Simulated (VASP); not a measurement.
Consider the following.

```
CELL_PARAMETERS angstrom
      2.07779    -3.58358     0.00000
      2.07779     3.58358     0.00000
      0.00000     0.00000     4.19590
ATOMIC_POSITIONS crystal
  Ga 0.15424 0.84576 0.91652
  Ga 0.34576 0.65424 0.41652
  Ga 0.65424 0.34576 0.58348
  Ga 0.84576 0.15424 0.08348
```

These are PBEsol GGA, VASP's PBE PAW potentials (set 64) (plane waves; VASP) values and carry that method's errors. Settings: 500 eV cut-off, 9×9×7 Γ-centred mesh, first-order Methfessel-Paxton smearing of 0.10 eV, potentials Ga_d.

### Question
What does the run give for the energy per atom (σ→0), pressure, band gap (on the k-mesh) with the smallest direct gap where there is one?

### Answer

- band gap (on the k-mesh) = none (metal, semimetal or under 0.01 eV)
- energy per atom (σ→0) = -3.174 eV/atom
- pressure = 20.04 GPa

Only differences to runs with the same potentials and settings are physical.

The compound is Ga in the alpha structure. It was relaxed first under an external pressure of 20 GPa.
